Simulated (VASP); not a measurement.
Energy against volume of KBr (rock salt). Computed with r2SCAN+rVV10, VASP's PBE PAW potentials (set 64) (plane waves; VASP).

```tsv
V (Å³/atom)	E (eV/atom)
32.977	-11.35956
34.030	-11.36563
35.082	-11.36753
36.135	-11.36594
37.187	-11.36145
```

**Question.** Fit a third-order Birch-Murnaghan equation of state.

**Answer.** 
| Property | Value |
|---|---|
| volume per atom | 35.10 Å³/atom |
| bulk modulus | 17.6 GPa |
| pressure derivative of the bulk modulus | 5.03 |
| lattice constant a | 0.6548 nm |

The compound is KBr in the rock salt structure. It was relaxed first.
